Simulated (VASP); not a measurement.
# Be2CdS3 (Cmc2_1) in VASP: notebook

The runs below take Be2CdS3 through relaxation of cell and atoms, with PBE.

Everything below comes from runs of VASP 6.6.1. Logs are shortened: lines on timing, memory, paths and dates and some standing lists are left out, and cuts for length are marked.

### 1 The crystal as given

The structure is orthorhombic, space group Cmc2_1 (No. 36). Conventional cell: a = 11.044 Å, b = 6.390 Å, c = 5.986 Å, α = 90.00°, β = 90.00°, γ = 90.00°. Be (site symmetry 1) is surrounded by 4 S at 2.12 to 2.15 Å. Cd (site symmetry m) is surrounded by 4 S at 2.55 to 2.56 Å. S (site symmetry 1) has 3 Be at 2.12 to 2.15 Å as nearest neighbours. S (site symmetry m) is surrounded by 2 Be at 2.13 Å.

The cell was built by a generator and needn't be a form met in nature.

### 2 Relaxation of cell and atoms, PBE

INCAR

```
SYSTEM = Be2CdS3
PREC     = Accurate       ! precision mode
ENCUT    = 520            ! plane-wave cutoff, eV
EDIFF    = 1E-6           ! SCF threshold, eV
ISMEAR   = 0              ! smearing method
SIGMA    = 0.03           ! smearing width, eV
LREAL    = .False.        ! projectors in reciprocal space
LASPH    = .True.         ! aspherical terms in the spheres
NELM     = 120            ! most SCF steps
ALGO     = Normal         ! electronic algorithm
ISIF     = 3              ! what is computed and relaxed
LWAVE    = .False.        ! write WAVECAR
LCHARG   = .False.        ! write CHGCAR
GGA      = PE             ! functional
IBRION   = 2              ! ionic algorithm
NSW      = 90             ! ionic steps
EDIFFG   = -0.01          ! ionic threshold
KPAR     = 8
```

KPOINTS

```
regular mesh
0
Gamma
  6 6 4
  0 0 0
```

POSCAR

```
Be2CdS3
1.0
    5.5220000000     -3.1950000000      0.0000000000
    5.5220000000      3.1950000000      0.0000000000
    0.0000000000      0.0000000000      5.9860000000
Be Cd S
4 2 6
Direct
    0.1675137000      0.4855105700      0.9959906400
    0.5144894300      0.8324863000      0.9959906400
    0.8324863000      0.5144894300      0.4959906400
    0.4855105700      0.1675137000      0.4959906400
    0.8231611900      0.1768388100      0.9991647200
    0.1768388100      0.8231611900      0.4991647200
    0.8360081900      0.5489972400      0.1391580400
    0.4510027600      0.1639918100      0.1391580400
    0.2173708900      0.7826291100      0.0753424700
    0.1639918100      0.4510027600      0.6391580400
    0.5489972400      0.8360081900      0.6391580400
    0.7826291100      0.2173708900      0.5753424700
```

Potentials or basis: VASP PAW PBE potentials, release 64 (Be, Cd, S).

Command:

```sh
> cat potpaw_PBE.64/Be/POTCAR potpaw_PBE.64/Cd/POTCAR potpaw_PBE.64/S/POTCAR > POTCAR
> mpirun -np 8 vasp_std > vasp.out
```

OUTCAR:

```text
SYSTEM = Be2CdS3
   PREC = Accurate
   ENCUT = 520
   EDIFF = 1E-6
   ISMEAR = 0
   LREAL = .False.
   LASPH = .True.
   NELM = 120
   ISIF = 3
   GGA = PE
   IBRION = 2
   NSW = 90
   EDIFFG = -0.01

 ion  position               nearest neighbor table
   1  0.168  0.486  0.996-   8 2.12   7 2.13   9 2.13  10 2.15
   2  0.514  0.832  0.996-   7 2.12   8 2.13   9 2.13  11 2.15
   3  0.832  0.514  0.496-  11 2.12  10 2.13  12 2.13   7 2.15
   4  0.486  0.168  0.496-  10 2.12  11 2.13  12 2.13   8 2.15
   5  0.823  0.177  0.999-  12 2.55   8 2.56   7 2.56   9 2.56   6 3.75   6 3.75
   6  0.177  0.823  0.499-   9 2.55  10 2.56  11 2.56  12 2.56   5 3.75   5 3.75
   7  0.836  0.549  0.139-   2 2.12   1 2.13   3 2.15   5 2.56
   8  0.451  0.164  0.139-   1 2.12   2 2.13   4 2.15   5 2.56
   9  0.217  0.783  0.075-   1 2.13   2 2.13   6 2.55   5 2.56
  10  0.164  0.451  0.639-   4 2.12   3 2.13   1 2.15   6 2.56
  11  0.549  0.836  0.639-   3 2.12   4 2.13   2 2.15   6 2.56
  12  0.783  0.217  0.575-   3 2.13   4 2.13   5 2.55   6 2.56

  LATTYP: Found a base centered orthorhombic cell.
 ALAT       =     6.3900000000
 B/A-ratio  =     1.7283255086
 C/A-ratio  =     0.9367762128

  Lattice vectors:

 A1 = (  -5.5220000000,  -3.1950000000,   0.0000000000)
 A2 = (   5.5220000000,  -3.1950000000,   0.0000000000)
 A3 = (   0.0000000000,   0.0000000000,   5.9860000000)

Analysis of symmetry for initial positions (statically):
=====================================================================
 Subroutine PRICEL returns:
 Original cell was already a primitive cell.

 Routine SETGRP: Setting up the symmetry group for a
 base centered orthorhombic supercell.

 Subroutine GETGRP returns: Found  4 space group operations
 (whereof  2 operations were pure point group operations)
 out of a pool of  8 trial point group operations.

The static configuration has the point symmetry C_1h.
 The point group associated with its full space group is C_2v.

Analysis of symmetry for dynamics (positions and initial velocities):
=====================================================================
 Subroutine PRICEL returns:
 Original cell was already a primitive cell.

 Routine SETGRP: Setting up the symmetry group for a
 base centered orthorhombic supercell.

 Subroutine GETGRP returns: Found  4 space group operations
 (whereof  2 operations were pure point group operations)
 out of a pool of  8 trial point group operations.

The dynamic configuration has the point symmetry C_1h.
 The point group associated with its full space group is C_2v.

 Subroutine INISYM returns: Found  4 space group operations
 (whereof  2 operations are pure point group operations),
 and found     1 'primitive' translations

----------------------------------------------------------------------------------------

                                     Primitive cell

  volume of cell :     211.2195

  direct lattice vectors                    reciprocal lattice vectors
     5.522000000 -3.195000000  0.000000000     0.090546903 -0.156494523  0.000000000
     5.522000000  3.195000000  0.000000000     0.090546903  0.156494523  0.000000000
     0.000000000  0.000000000  5.986000000     0.000000000  0.000000000  0.167056465

  length of vectors
     6.379695055  6.379695055  5.986000000     0.180801763  0.180801763  0.167056465

  position of ions in fractional coordinates (direct lattice)
     0.167513700  0.485510570  0.995990640
     0.514489430  0.832486300  0.995990640
     0.832486300  0.514489430  0.495990640
     0.485510570  0.167513700  0.495990640
     0.823161190  0.176838810  0.999164720
     0.176838810  0.823161190  0.499164720
     0.836008190  0.548997240  0.139158040
     0.451002760  0.163991810  0.139158040
     0.217370890  0.782629110  0.075342470
     0.163991810  0.451002760  0.639158040
     0.548997240  0.836008190  0.639158040
     0.782629110  0.217370890  0.575342470

  ion indices of the primitive-cell ions
   primitive index   ion index
                 1           1
                 2           2
                 3           3
                 4           4
                 5           5
                 6           6
                 7           7
                 8           8
                 9           9
                10          10
                11          11
                12          12

----------------------------------------------------------------------------------------

 KPOINTS: regular mesh

Automatic generation of k-mesh.
 Grid dimensions read from file:
 generate k-points for:    6    6    4

 Generating k-lattice:

  Cartesian coordinates                     Fractional coordinates (reciprocal lattice)
     0.015091151 -0.026082420  0.000000000     0.166666667 -0.000000000  0.000000000
     0.015091151  0.026082420  0.000000000    -0.000000000  0.166666667  0.000000000
     0.000000000  0.000000000  0.041764116     0.000000000  0.000000000  0.250000000

  Length of vectors
     0.030133627  0.030133627  0.041764116

  Shift w.r.t. Gamma in fractional coordinates (k-lattice)
     0.000000000  0.000000000  0.000000000

 Subroutine IBZKPT returns following result:
 ===========================================

 Found     39 irreducible k-points:

 Following reciprocal coordinates:
            Coordinates               Weight
  0.000000  0.000000  0.000000      1.000000
  0.166667  0.000000  0.000000      4.000000
  0.333333  0.000000  0.000000      4.000000
  0.500000  0.000000  0.000000      2.000000
  0.166667  0.166667  0.000000      2.000000
  0.333333  0.166667  0.000000      4.000000
[... 16 lines left out ...]
  0.333333  0.333333  0.250000      4.000000
  0.500000  0.333333  0.250000      8.000000
 [... further k-points ...]
   k-points           NKPTS =     39   k-points in BZ     NKDIM =     39   number of bands    NBANDS=     41
   number of dos      NEDOS =    301   number of ions     NIONS =     12
   total plane-waves  NPLWV = 110592
   dimension x,y,z NGX =    48 NGY =   48 NGZ =   48
   dimension x,y,z NGXF=    96 NGYF=   96 NGZF=   96
   ions per type =               4   2   6
   NGX,Y,Z   is equivalent  to a cutoff of  12.51, 12.51, 13.33 a.u.
   NGXF,Y,Z  is equivalent  to a cutoff of  25.02, 25.02, 26.66 a.u.
 SYSTEM =  Be2CdS3
   PREC   = accura    normal or accurate (medium, high low for compatibility)
   ISTART =      0    job   : 0-new  1-cont  2-samecut
   ICHARG =      2    charge: 1-file 2-atom 10-const
   ISPIN  =      1    spin polarized calculation?
   LNONCOLLINEAR =      F non collinear calculations
   LSORBIT =      F    spin-orbit coupling
   LASPH  =      T    aspherical Exc in radial PAW
   ENCUT  =  520.0 eV  38.22 Ry    6.18 a.u.  11.86 11.86 11.13*2*pi/ulx,y,z
   NELM   =    120;   NELMIN=  2; NELMDL= -5     # of ELM steps
   EDIFF  = 0.1E-05   stopping-criterion for ELM
   LREAL  =      F    real-space projection
   EDIFFG = -.1E-01   stopping-criterion for IOM
   NSW    =     90    number of steps for IOM
   IBRION =      2    ionic relax: 0-MD 1-quasi-New 2-CG
   NFREE  =      1    steps in history (QN), initial steepest desc. (CG)
   ISIF   =      3    stress and relaxation
   ISYM   =      2    0-nonsym 1-usesym 2-fastsym
   POTIM  = 0.5000    time-step for ionic-motion
   TEBEG  =    0.0;   TEEND  =   0.0 temperature during run
   PSTRESS=    0.0 pullay stress
   NELECT =      68.0000    total number of electrons
   NUPDOWN=      -1.0000    fix difference up-down
   EMIN   =  10.00;   EMAX   =-10.00  energy-range for DOS
   EFERMI =   0.00;   METHOD = LEGACY
   ISMEAR =     0;   SIGMA  =   0.03  broadening in eV -4-tet -1-fermi 0-gaus
   EFERMI_NEDOS =   21; number of points for ismear=-14 and -15
   IALGO  =     38    algorithm
   IMIX   =      4    mixing-type and parameters
     AMIX     =   0.40;   BMIX     =  1.00
     AMIX_MAG =   1.60;   BMIX_MAG =  1.00
  volume/ion in A,a.u.               =      17.60       118.78
  Fermi-wavevector in a.u.,A,eV,Ry     =   1.122018  2.120307 17.128705  1.258924
  Thomas-Fermi vector in A             =   2.258675
   LORBIT       =      0    0 simple, 1 ext, 2 COOP (PROOUT), +10 PAW based schemes
   GGA     = PE    functional components
   LHFCALC =     F    Hartree Fock is set to
   AEXX    =    0.0000 exact exchange contribution
   IVDW    =     0    specifies the selected vdW correction
   LEPSILON=     F    determine dielectric tensor
   LRPA    =     F    only Hartree local field effects (RPA)
 conjugate gradient relaxation of ions
 non-spin polarized calculation
 Gauss-broadening in eV      SIGMA  =   0.03
  energy-cutoff  :      520.00
  volume of cell :      211.22
 maximum number of plane-waves:      5716
   NGX = 23   NGY = 23   NGZ = 23

--------------------------------------- Ionic step        1  -------------------------------------------

 number of electron      68.0000007 magnetization

 Free energy of the ion-electron system (eV)
  ---------------------------------------------------
  ext. energy  EPLUGINS =         0.00000000
  ---------------------------------------------------
  free energy    TOTEN  =       -51.94175789 eV

  energy without entropy =      -51.94175789  energy(sigma->0) =      -51.94175789

------------------------ aborting loop because EDIFF is reached ----------------------------------------

  FORCE on cell =-STRESS in cart. coord.  units (eV):
  Direction    XX          YY          ZZ          XY          YZ          ZX
  --------------------------------------------------------------------------------------
  -------------------------------------------------------------------------------------
  Total       -0.1785006     -0.1383470     -0.2667528      0.0000000      0.0000000      0.0000000
  in kB       -1.3539929     -1.0494126     -2.0234177      0.0000000      0.0000000      0.0000000
  external PRESSURE =      -1.4756077 kB  Pullay stress =       0.0000000 kB
[... 215 lines left out ...]
  energy  without entropy=      -51.9429929072  energy(sigma->0) =      -51.94299291

--------------------------------------- Ionic step        6  -------------------------------------------

 number of electron      68.0000007 magnetization

 Free energy of the ion-electron system (eV)
  ---------------------------------------------------
  ext. energy  EPLUGINS =         0.00000000
  ---------------------------------------------------
  free energy    TOTEN  =       -51.94307594 eV

  energy without entropy =      -51.94307594  energy(sigma->0) =      -51.94307594

 E-fermi :   3.0525     XC(G=0):  -9.5974

 val. band max:        2.8769636603   @ k =   0.0000   0.0000   0.0000
 cond. band min:       5.9434731695   @ k =   0.0000   0.0000   0.0000
 fundamental gap:      3.0665095092
 Fermi energy:         3.0525213044

 k-point     1 :       0.0000    0.0000    0.0000
  band No.  band energies     occupation
      1     -10.1869      2.00000
      2      -9.0728      2.00000
      3      -8.7352      2.00000
      4      -8.7198      2.00000
      5      -8.6956      2.00000
      6      -8.6924      2.00000
[... 1045 lines left out ...]
     40       8.2929      0.00000
     41       8.8083      0.00000

 [... further k-points ...]
[... 5 lines left out ...]
  --------------------------------------------------------------------------------------
  -------------------------------------------------------------------------------------
  Total       -0.0008356     -0.0032226     -0.0032953      0.0000000      0.0000000      0.0000000
  in kB       -0.0063505     -0.0244932     -0.0250451      0.0000000      0.0000000      0.0000000
  external PRESSURE =      -0.0186296 kB  Pullay stress =       0.0000000 kB
[... 27 lines left out ...]
  FREE ENERGIE OF THE ION-ELECTRON SYSTEM (eV)
  ---------------------------------------------------
  free  energy   TOTEN  =       -51.9430759417 eV

  energy  without entropy=      -51.9430759417  energy(sigma->0) =      -51.94307594

 reached required accuracy - stopping structural energy minimisation
```

Run time: 3.4 min. Hardware: 8 MPI ranks of Intel Xeon Platinum 8488C (Sapphire Rapids), shared host; peak memory 0.55 GiB.

What came out:

| Item | Value |
| --- | --- |
| Free energy | -51.9431 eV |
| Relaxed volume | 17.57 Å³/atom |
| Relaxed cell | a = 6.380 Å, b = 6.380 Å, c = 5.976 Å, α = 90.00°, β = 90.00°, γ = 60.06° |
| Space group after relaxing (to 0.05 Å) | Cmc2_1 (No. 36) |
| Energy gained by relaxing | 0.1 meV/atom |
| Ionic steps | 6 |
| Pressure after relaxing | 0.0 GPa |
| Largest force after relaxing | 0.007 eV/Å |
| Band gap on the k mesh | 3.07 eV, direct |

Forces on the atoms (eV/Å):
```
Be   0.005  0.004 -0.002
Be  -0.005  0.004 -0.002
Be  -0.005 -0.004 -0.002
Be   0.005 -0.004 -0.002
Cd   0.000  0.002  0.001
Cd   0.000 -0.002  0.001
S    0.002  0.000 -0.001
S   -0.002  0.000 -0.001
S    0.000 -0.004  0.006
S   -0.002  0.000 -0.001
S    0.002  0.000 -0.001
S    0.000  0.004  0.006
```

The path:
| step | energy change (eV) | largest force (eV/Å) | pressure (GPa) | volume (Å³) |
| --- | --- | --- | --- | --- |
| 1 | 0.0000 | 0.0547 | -0.15 | 211.22 |
| 2 | -0.0006 | 0.0397 | 0.04 | 210.72 |
| 3 | -0.0006 | 0.0351 | 0.10 | 210.57 |
| 4 | -0.0010 | 0.0207 | 0.06 | 210.67 |
| 5 | -0.0012 | 0.0150 | -0.01 | 210.84 |
| 6 | -0.0013 | 0.0071 | 0.00 | 210.80 |

Final structure:
```cif
data_structure
_symmetry_space_group_name_H-M 'P 1'
_symmetry_Int_Tables_number 1
_cell_length_a 6.3803
_cell_length_b 6.3803
_cell_length_c 5.9757
_cell_angle_alpha 90.000
_cell_angle_beta 90.000
_cell_angle_gamma 60.064
_cell_volume 210.80
loop_
_atom_site_label
_atom_site_type_symbol
_atom_site_fract_x
_atom_site_fract_y
_atom_site_fract_z
_atom_site_occupancy
Be1 Be 0.16850 0.48491 0.99570 1
Be2 Be 0.51509 0.83150 0.99570 1
Be3 Be 0.83150 0.51509 0.49570 1
Be4 Be 0.48491 0.16850 0.49570 1
Cd1 Cd 0.82169 0.17831 0.00053 1
Cd2 Cd 0.17831 0.82169 0.50053 1
S1 S 0.83670 0.54894 0.13894 1
S2 S 0.45106 0.16330 0.13894 1
S3 S 0.21719 0.78281 0.07499 1
S4 S 0.16330 0.45106 0.63894 1
S5 S 0.54894 0.83670 0.63894 1
S6 S 0.78281 0.21719 0.57499 1
```

Levels at points of the mesh, in eV from the valence-band top:
```tsv
k point	band 30	band 31	band 32	band 33	band 34	band 35	band 36	band 37	band 38	band 39
(0.00, 0.00, 0.00)	-0.85	-0.78	-0.12	-0.01	0.00	3.07	3.51	4.33	4.40	5.71
(0.50, 0.00, 0.00)	-1.12	-0.94	-0.87	-0.70	-0.41	3.44	3.92	5.18	5.20	5.37
(0.50, 0.50, 0.00)	-1.25	-1.00	-0.76	-0.58	-0.35	3.32	3.89	5.03	5.15	5.39
(0.00, 0.00, 0.50)	-0.65	-0.46	-0.46	-0.35	-0.35	3.96	3.96	4.87	4.87	5.49
(0.50, 0.00, 0.50)	-1.54	-0.96	-0.96	-0.58	-0.58	3.84	3.84	4.98	4.98	5.07
(0.50, 0.50, 0.50)	-1.66	-0.93	-0.93	-0.75	-0.75	4.00	4.00	5.01	5.01	5.21
```

A k mesh can miss the band edges. Expect the measured gap to be larger: semilocal functionals such as PBE lack the derivative discontinuity.

(Part 1 of 2 ends here.)
